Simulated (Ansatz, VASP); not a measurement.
# MnO: VASP beside Ansatz, part 2 of 2

One calculation is typed for both programs; each brings its own data sets and cutoff. How far apart do they land?

VASP 6.6.1 and Ansatz 0.2.0.

So far. Step 2 (VASP: relaxation of cell and atoms, r2SCAN): Experiment finds antiferromagnetic order in this phase (below 118 K, arxiv:1410.6377), so this ferromagnetic run describes another state. Oxides and halides of Mn are often magnetic insulators, and a metal at this level, without U or exact exchange, may be an artefact.

**3. Ansatz: relaxation of cell and atoms, r2SCAN**

Level of this step: Ansatz beside VASP: Kohn-Sham DFT, plane waves, r2SCAN (Ansatz).

Ansatz runs on its default PAW (the set named soft_2) files.

The same cell, functional, mesh and smearing now go to Ansatz, which takes its cutoff from its data sets.

Input file input.yaml:

```yaml
crystal:
  lattice:
    - [0.0, 2.2255, 2.2255]
    - [2.2255, 0.0, 2.2255]
    - [2.2255, 2.2255, 0.0]
  atoms:
    - { symbol: Mn, position: [0.0, 0.0, 0.0], spin: 4.0 }
    - { symbol: O, position: [0.5, 0.5, 0.5] }
hamiltonian:
  xc: r2scan
  pseudopotentials: { kind: paw }
magnetization:
  spin_polarized: true
kpoints:
  mp_grid: { grid: [9, 9, 9] }
scf:
  occupations: { method: fermi_dirac, width: 0.05 }
relax:
  f_tol: 0.01
  max_steps: 60
  cell: { stress_tol: 0.05 }
output:
  forces: true
  stress: true
```

On the command line:

```console
$ ansatz run input.yaml --threads 4 --pin off --max-ram 9216MiB --backend cpu --events-out ev --progress --plain --runs-dir out
```

Numbers of over 12 decimals in the logs are rounded to 6 here.

What it wrote:

```text
Engine: ansatz 0.2.0, aarch64-unknown-linux-gnu
Pseudopotentials: kind: paw
Pseudopotential: Mn, paw, valence charge 15, recommended cutoff 500 eV (meta_gga), Mn.paw.azcp
Pseudopotential: O, paw, valence charge 6, recommended cutoff 500 eV (meta_gga), O.paw.azcp
Functional definition: r2SCAN
  parameter k0 = 0.174
  parameter k1 = 0.065
  parameter a1 = 4.9479
  exchange = r2scan_x(k0 = k0, k1 = k1, a1 = a1)
  correlation = r2scan_c
Crystal: 2 atoms, lattice volume = 22.045 Å³
Basis set: ecut = 500 eV, 537 PW (Γ), exchange–correlation on 96×96×96 points (64 copies of the dense FFT grid, shifted against one another)
Bands: 17, of which v1, the nominal top of the filled ones, is band 11 counted from 1 (10 counted from 0)
Symmetry: 48 space group operations
Space group: Fm-3m (ITA 225), of the structure as read, at distance tolerance 2.8e-5 Å
Magnetic group: BNS 225.116 (UNI 1618), of the structure as read, at distance tolerance 2.8e-5 Å
k-points: 35 of 729
Non-local potential: Mn, projectors of the file, l = 0: 3, l = 1: 2, l = 2: 3, l = 3: 1
Non-local potential: O, projectors of the file, l = 0: 2, l = 1: 2, l = 2: 1
PAW form: soft (Blöchl's): semilocal exchange-correlation on the pseudo side does not see the compensation charge
PAW frozen core: Mn, regenerated for the run's functional (the file was generated under x = pbe(κ = 0.804, μ = 0.219515), c = pbe(β = 0.066725))
PAW frozen core: O, regenerated for the run's functional (the file was generated under x = pbe(κ = 0.804, μ = 0.219515), c = pbe(β = 0.066725))
PAW one-centre angular grid: Mn, 590 points (default); XC on 160 Gauss nodes
PAW one-centre angular grid: O, 302 points (default); XC on 160 Gauss nodes
Initial density: superposition of atomic densities (chi_scale 0.1, normalization cell, long waves kept (reshape's long-wave potential 0.00 eV rms))
Starting moments: Σ|m| = 4 μB on 1 of 2 sites
Initial wavefunctions: pseudopotential atomic-orbital guess
Functional: x = r2scan, c = r2scan; τ floored in thin density (d = 2e-4 eV/Å³)
SCF iter   1: F=—  HF=-4473.442481 eV  |F-HF|=—  |Δ(HF+E_count)|=         —  Δρ=1.50e-1 (↑1.50e-1 ↓5.80e-2)  dr2=5.00e0  dr2_τ=1.92e-2  dr2_m=1.19e0  M=4.691 μB ∫|m|=4.691 μB  β_m=1.00  ethr=3.10e-3  ⟨swp⟩=3.7  Hψ=4886  notcnv=0
Mixer restart at iter 1: flushing history
preconditioner: auto → none  [metal: Δε(μ)=0.025 eV  Ē_g=13.452 eV  σ=0.050 eV  W_gap=0.12  n_scr=8 (ndim 8)  ℏωp=28.5 eV  f_vac=0.000  D(μ)=0.66/eV (n_scr^D=0)  sad-step TF]
SCF iter   2: F=—  HF=-4472.931330 eV  |F-HF|=—  |Δ(HF+E_count)|=   5.11e-1  Δρ=4.47e-2 (↑4.47e-2 ↓4.12e-2)  dr2=1.36e0  dr2_τ=2.55e-2  dr2_m=1.51e-2  M=4.846 μB ∫|m|=4.846 μB  β_m=1.00  ethr=3.10e-3  ⟨swp⟩=2.6  Hψ=2837  notcnv=0  defer=89  κ⁻¹=1.0e0(r=1)
SCF iter   3: F=—  HF=-4473.271849 eV  |F-HF|=—  |Δ(HF+E_count)|=   3.41e-1  Δρ=1.55e-2 (↑1.29e-2 ↓1.55e-2)  dr2=1.45e-1  dr2_τ=3.03e-3  dr2_m=3.16e-3  M=4.951 μB ∫|m|=4.951 μB  β_m=1.00  ethr=3.10e-3  ⟨swp⟩=2.9  Hψ=2413  notcnv=0  defer=90  κ⁻¹=9.4e-2(r=2)
SCF iter   4: F=—  HF=-4473.442223 eV  |F-HF|=—  |Δ(HF+E_count)|=         —  Δρ=9.99e-3 (↑9.76e-3 ↓9.99e-3)  dr2=6.14e-2  dr2_τ=2.27e-3  dr2_m=4.78e-4  M=4.985 μB ∫|m|=4.985 μB  β_m=1.00  ethr=6.90e-4  ⟨swp⟩=2.4  Hψ=2617  notcnv=0  defer=90
Mixer restart at iter 4: flushing history
SCF iter   5: F=—  HF=-4473.473140 eV  |F-HF|=—  |Δ(HF+E_count)|=   3.09e-2  Δρ=4.96e-3 (↑4.89e-3 ↓4.96e-3)  dr2=1.02e-2  dr2_τ=4.49e-4  dr2_m=4.56e-5  M=4.990 μB ∫|m|=4.990 μB  β_m=1.00  ethr=2.93e-4  ⟨swp⟩=2.4  Hψ=1853  notcnv=0  defer=90  κ⁻¹=1.0e0(r=1)
SCF iter   6: F=—  HF=-4473.529267 eV  |F-HF|=—  |Δ(HF+E_count)|=   5.61e-2  Δρ=4.07e-3 (↑3.54e-3 ↓4.07e-3)  dr2=7.42e-3  dr2_τ=1.43e-4  dr2_m=1.25e-4  M=4.994 μB ∫|m|=4.994 μB  β_m=1.00  ethr=4.85e-5  ⟨swp⟩=2.4  Hψ=2440  notcnv=0  defer=90  κ⁻¹=2.0e-2(r=2)
SCF iter   7: F=—  HF=-4473.588448 eV  |F-HF|=—  |Δ(HF+E_count)|=   5.92e-2  Δρ=2.06e-3 (↑1.88e-3 ↓2.06e-3)  dr2=2.67e-3  dr2_τ=3.35e-5  dr2_m=2.31e-5  M=4.997 μB ∫|m|=4.997 μB  β_m=1.00  ethr=3.53e-5  ⟨swp⟩=2.0  Hψ=2150  notcnv=0  defer=90  κ⁻¹=9.4e-3(r=3)
SCF iter   8: F=—  HF=-4473.613741 eV  |F-HF|=—  |Δ(HF+E_count)|=   2.53e-2  Δρ=8.50e-4 (↑8.50e-4 ↓8.50e-4)  dr2=3.39e-4  dr2_τ=8.96e-6  dr2_m=2.59e-6  M=4.999 μB ∫|m|=4.999 μB  β_m=1.00  ethr=1.27e-5  ⟨swp⟩=2.0  Hψ=2306  notcnv=0  defer=90  κ⁻¹=1.2e-3(r=4)
SCF iter   9: F=—  HF=-4473.614268 eV  |F-HF|=—  |Δ(HF+E_count)|=   5.27e-4  Δρ=4.39e-4 (↑3.23e-4 ↓4.39e-4)  dr2=7.40e-5  dr2_τ=1.64e-6  dr2_m=3.88e-6  M=4.999 μB ∫|m|=4.999 μB  β_m=1.00  ethr=1.62e-6  ⟨swp⟩=2.0  Hψ=2063  notcnv=0  defer=90  κ⁻¹=2.7e-4(r=5)
SCF iter  10: F=—  HF=-4473.614511 eV  |F-HF|=—  |Δ(HF+E_count)|=   2.43e-4  Δρ=1.06e-4 (↑1.06e-4 ↓9.75e-5)  dr2=3.98e-6  dr2_τ=1.53e-7  dr2_m=7.92e-8  M=4.999 μB ∫|m|=4.999 μB  β_m=1.00  ethr=3.52e-7  ⟨swp⟩=2.0  Hψ=1786  notcnv=0  defer=90  κ⁻¹=1.1e-4(r=6)
SCF iter  11: F=—  HF=-4473.614511 eV  |F-HF|=—  |Δ(HF+E_count)|=   9.43e-8  Δρ=2.83e-5 (↑2.83e-5 ↓2.47e-5)  dr2=3.06e-7  dr2_τ=1.14e-8  dr2_m=1.78e-8  M=4.999 μB ∫|m|=4.999 μB  β_m=1.00  ethr=1.89e-8  ⟨swp⟩=2.5  Hψ=1781  notcnv=0  defer=90  κ⁻¹=3.2e-6(r=7)
SCF iter  12: F=—  HF=-4473.614512 eV  |F-HF|=—  |Δ(HF+E_count)|=   9.88e-7  Δρ=1.77e-5 (↑1.77e-5 ↓1.55e-5)  dr2=9.39e-8  dr2_τ=4.89e-9  dr2_m=2.83e-9  M=4.999 μB ∫|m|=4.999 μB  β_m=1.00  ethr=1.46e-9  ⟨swp⟩=2.1  Hψ=1416  notcnv=0  defer=90  κ⁻¹=1.2e-7(r=8)
SCF iter  13: F=—  HF=-4473.614513 eV  |F-HF|=—  |Δ(HF+E_count)|=   1.25e-6  Δρ=3.56e-6 (↑3.56e-6 ↓3.11e-6)  dr2=1.73e-9  dr2_τ=2.72e-10  dr2_m=5.75e-10  M=4.999 μB ∫|m|=4.999 μB  β_m=1.00  ethr=4.47e-10  ⟨swp⟩=2.0  Hψ=1926  notcnv=0  defer=90  κ⁻¹=3.3e-7(r=8)
SCF iter  14: F=-4473.614513 eV  HF=-4473.614513 eV  |F-HF|=1.40e-9  |Δ(HF+E_count)|=   2.76e-8  Δρ=1.19e-6 (↑6.26e-7 ↓1.19e-6)  dr2=2.01e-10  dr2_τ=1.64e-11  dr2_m=8.00e-11  M=4.999 μB ∫|m|=4.999 μB  ethr=8.22e-12  ⟨swp⟩=1.7  Hψ=3444  notcnv=0
SCF 1 converged in 14 iterations: F = -4473.614513 eV  dr2 = 2.01e-10
  greatest PAW one-centre occupation: 1.006 electrons in one spin orbital (limit 2), on the Mn atom at site 0 (counted from 0), in its partial waves of l = 1
relax step   1: F+E_penalty+E_count = -4473.61451288 eV  Δ(F+E_penalty+E_count) = +0.000e0 eV  max|allowed force component| = 1.259e-29 eV/Å  Δτ_max = 0.0000 Å  P = -0.079 GPa  Ω = 22.045 Å³  (14 SCF iters, dr2 threshold 1.00e-7 eV, accepted)
[...]
relax step   2: F+E_penalty+E_count = -4473.61452409 eV  Δ(F+E_penalty+E_count) = -1.121e-5 eV  max|allowed force component| = 4.602e-30 eV/Å  Δτ_max = 0.0000 Å  P = -0.018 GPa  Ω = 22.037 Å³  energy of the carried Pulay correction = +8.714e-6 eV  (5 SCF iters, dr2 threshold 1.58e-8 eV, accepted)
[...]
relax step   3: F+E_penalty+E_count = -4473.61452409 eV  Δ(F+E_penalty+E_count) = -1.351e-9 eV  max|allowed force component| = 5.226e-30 eV/Å  Δτ_max = 0.0000 Å  P = -0.019 GPa  Ω = 22.037 Å³  stress off target by 1.88e-2 GPa  SCF on the basis re-selected at this cell (its energy is not comparable with the rows above)  (7 SCF iters)
basis re-selected at this cell: Δ(F+E_penalty+E_count) = -1.351e-9 eV, ΔP = -0.001 GPa vs the last step (what re-selecting the basis moved, of the pressure what is left beyond the Pulay correction that the steps carried, after the strain that the cell walked since its last selection, with what the two solves' SCF thresholds leave and, on support functions, any second-order correction that the steps lacked; it is no m [...]
SCF converged after 7 iterations
Stability not checked: this state was not tested for a lower state beside it, because the mixer in use, unlike msr1, does not test its closes by its own steps (another_mixer; see scf.mixing.algorithm and scf.lower_state_search)
Magnetization: 4.9988 μB (12.9994 up, 8.0006 down)
Absolute magnetization: 4.9988 μB (∫|ρ↑−ρ↓|, with the PAW one-centre terms)
Spin contamination: 0.0046 ħ² per cell (⟨S²⟩ above its minimum at these occupations)
Per-site moments (μB) at R_I (Å): [(4.266382, 0.917906), (0.258161, 0.917906)]
Free energy (F): -4473.614524 eV
Harris-Foulkes:  -4473.614524 eV  (|F-HF|=2.73e-12)
Internal energy: -4473.613903 eV  (E = F + TS)
E sigma→0 (E₀):  -4473.614213 eV
Entropy (-TS):   -0.000621 eV (-0.311 meV/atom)
Fermi energy:    13.209347 eV
--- Per-component energies (eV) ---
  E_band       = -270.468423
  E_kinetic    = 475.400689
  E_local      = -2242.006182  (includes V_loc(G=0)·N_el)
  E_nonlocal   = 305.953460
  E_hartree    = 901.297946
  E_xc         = -180.347372
  E_vxc        = -262.804950  (∫ρ·V_xc dr)
  E_paw        = -1480.362135  (= ΣΔE_a)
  E_vpaw       = -367.126649  (= ΣTr[D̂ρ^β])
  E_aug_tail   = 0.001008  (compensation charges beyond the density's cutoff)
  E_vtau       = 17.518255  (kinetic-family band-sum trace: ∫τ·v_τ [+ j·A + Jᵃ·Aᵃ] dr)
  E_ewald      = -2253.236332
  E_core_change = -0.314984  (= ΣΔE_core)
  E_smearing   = -0.000621  (= −TS)
  E_closure    = 0.000000  (closes the sum)
  Σ components = -4473.614524   (vs F -4473.614524, Δ=0.00e0)
--- Forces (eV/Å), atoms counted from 1 ---
  atom   1  Mn    -0.00000000     0.00000000     0.00000000
  atom   2  O      0.00000000    -0.00000000     0.00000000
  max |Σ_I F_I| component: 8.48e-30 eV/Å
--- Stress (GPa, compression-positive) ---
       -0.018848      -0.000000      -0.000000
       -0.000000      -0.018848      -0.000000
       -0.000000      -0.000000      -0.018848
  P = ⅓ Tr σ = -0.0188 GPa (-0.188 kbar)
--- Relaxed structure (2 steps of the walk, 2 accepted, 1 SCFs on fresh bases) ---
  F+E_penalty+E_count = -4473.61452409 eV   max|allowed force component| = 5.226e-30 eV/Å   (the final SCF, on the basis selected at the relaxed cell)
  cell:  # Å, volume = 22.0370 Å³
    - [0, 2.225226, 2.225226]
    - [2.225226, 0, 2.225226]
    - [2.225226, 2.225226, 0]
  atoms:
    - { symbol: Mn, position: [0, 0, 0] }
    - { symbol: O, position: [0.5, 0.5, 0.5] }
```

It took 4.3 s on 4 threads of Arm Neoverse V1, shared host; peak memory 0.38 GiB; 14 s of CPU time.

**4. Side by side**

Known differences besides the potentials themselves: VASP keeps PBE cores, Ansatz makes them for the functional; both relaxations stop at a tolerance, which leaves soft axes loose, and VASP keeps its plane-wave basis; the data sets hold 21 valence electrons in Ansatz (default PAW (the set named soft_2) files) and 19 in VASP; the cutoff is 500 eV in Ansatz and 560 eV in VASP; Ansatz adds a Pulay correction to the stress that steers its cell, VASP none; site moments are counted in spheres of each program's own size. Total energies have different zeros and are not compared.

Compared:

```
                                         quantity  Ansatz   VASP  difference
                                      volume (Å³)   22.04  22.05     -0.04 %
edge a after relaxation, in the typed setting (Å)   3.147  3.147     -0.01 %
                                total moment (μB)    5.00   5.00        0.00
                               moment on Mn1 (μB)    4.27   4.54       -0.28
                                moment on O2 (μB)    0.26   0.23       +0.03
```

The total moments and the pattern agree; the site moments differ because the programs count them in spheres of different size. The walks stopped with -0.02 GPa left in Ansatz and 0.01 GPa in VASP; each walk ends within a tolerance, so the volume difference is uncertain by about these residues over the bulk modulus, most in soft cells.

A further Ansatz single point at VASP's end cell gives -0.08 GPa where VASP has 0.01 GPa.

**5. Other set-ups**

Further runs change the set-up of one program: Ansatz's method, potentials or start, or VASP's data sets, cutoff or form of LDA. The table gives Ansatz less VASP for each quantity, since a change that brings one quantity closer may part another.

```
                                         run  volume (%)  total moment (μB)  edge a after relaxation, in the typed setting (%)
                                    as above      -0.037             6.0e-5                                             -0.013
a start from the moments at which VASP ended      -0.037             6.0e-5                                             -0.013
```

**6. Summary of results**

```json
{"difference in volume (relaxation of cell and atoms, r2SCAN)": "-0.037 %"}
```

**Reading.** The difference in volume is -0.037 % (relaxation of cell and atoms, r2SCAN), within the 1.2 % picked in this series as the mark of a large difference, as far as the stopping tolerances let one tell. A pressure difference of -0.09 GPa at VASP's end cell goes with 0.0 % of volume. For relaxation of cell and atoms, r2SCAN, no further run moves any of the tabulated differences by more than a quarter of its size. Such differences can come from data sets, numerical settings and the points named under the comparisons, not from the functional's error against experiment.

[Lines on the potential files, build, host, timing and source positions are cut from VASP's logs without a mark.]

[Logs are printed without paths, hosts, clocks, repeated set-up lines and the standing remarks that a program may print on its own settings, such as how far it seeks lower states.]

[Hosts, paths, dates, database ids (printed as entryN), source tags and the programs' standing remarks are cut or masked in the printed files.]
